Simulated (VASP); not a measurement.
The cell holds one Cd (hcp) (0 0 0 1) slab, with vacuum along c, ions free to move until forces fall under 0.03 eV/Å, no reconstruction beyond this cell, dipole correction on.

```
Cd
1.0
    2.99110     0.00000     0.00000
   -1.49555     2.59037     0.00000
    0.00000     0.00000    26.27206
Cd
4
Cartesian
  1.49555   0.86346  11.75442
  0.00000   1.72692   8.89708
  1.49555   0.86346  17.37498
  0.00000   1.72692  14.51764
```

The numbers are results of r2SCAN meta-GGA, VASP's PBE PAW potentials (set 64) (plane waves; VASP 6.6.1), not measurements. Run with 400 eV cut-off, 11×11×1 Γ-centred mesh, first-order Methfessel-Paxton smearing of 0.10 eV, potentials Cd.

Slab and bulk use different k-meshes, so the surface energy is good to a few per cent at best.

Q: Predict its surface energy, work function, band gap (on the k-mesh).

A: 
| Item | Result |
|---|---|
| surface energy | 17 meV/Å^2 |
| work function | 4.03 eV |
| band gap (on the k-mesh) | none (metal, semimetal or under 0.01 eV) |

The cell is a thin slab with vacuum, built from Cd (hcp): (001) face.
